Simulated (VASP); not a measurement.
Method: PBE GGA, VASP's PBE PAW potentials (set 64) (plane waves; VASP).

A VASP calculation is set up with these files.

POSCAR:
```
SiO2
1
    4.1620530000     0.0000000000     0.0000000000
    0.0000000000     4.1620530000     0.0000000000
    0.0000000000     0.0000000000     2.6482390000
Si O
2 4
Direct
  0.5000000000   0.5000000000   0.5000000000
  0.0000000000   0.0000000000   0.0000000000
  0.6931600000   0.6931600000   0.0000000000
  0.3068400000   0.3068400000   0.0000000000
  0.8068400000   0.1931600000   0.5000000000
  0.1931600000   0.8068400000   0.5000000000
```

### KPOINTS_OPT
```
k-points along high-symmetry lines
6
Line-mode
Reciprocal
  0.000000   0.000000   0.000000 ! GAMMA
  0.000000   0.500000   0.000000 ! X

  0.000000   0.500000   0.000000 ! X
  0.500000   0.500000   0.000000 ! M

  0.500000   0.500000   0.000000 ! M
  0.000000   0.000000   0.000000 ! GAMMA

  0.000000   0.000000   0.000000 ! GAMMA
  0.000000   0.000000   0.500000 ! Z

  0.000000   0.000000   0.500000 ! Z
  0.000000   0.500000   0.500000 ! R

  0.000000   0.500000   0.500000 ! R
  0.500000   0.500000   0.500000 ! A

  0.500000   0.500000   0.500000 ! A
  0.000000   0.000000   0.500000 ! Z

  0.000000   0.500000   0.000000 ! X
  0.000000   0.500000   0.500000 ! R

  0.500000   0.500000   0.000000 ! M
  0.500000   0.500000   0.500000 ! A
```

KPOINTS:
```
Regular mesh
0
gamma
  4 4 6
0 0 0
```

INCAR:
```
LASPH = .TRUE.
LCHARG = .FALSE.
ISIF = 2
LREAL = .FALSE.   ! projection in real space or not
LWAVE = .FALSE.
SIGMA = 0.01   ! width (eV)
EDIFF = 1E-6   ! SCF stop (eV)
ISMEAR = 0   ! Gaussian
PREC = Accurate
NELM = 100   ! most electronic steps
SYSTEM = SiO2
GGA = PE   ! PBE
ALGO = Normal
ENCUT = 400
```

POTCAR, in this order: Si O (PBE.64 set). Program: vasp_std.

**Question.** What will the output report for the number of irreducible k-points (NKPTS), largest plane-wave count, number of space-group operations, FFT grid (NGX, NGY, NGZ)?

**Answer.** 
| Quantity | Value |
|---|---|
| number of irreducible k-points (NKPTS) | 24 |
| largest plane-wave count | 852 |
| number of space-group operations | 16 |
| FFT grid (NGX, NGY, NGZ) | 28 × 28 × 18 |

The structure comes from a computed database's SiO2 entry; how it stands against other phases isn't given here. The cell was not relaxed at this level.
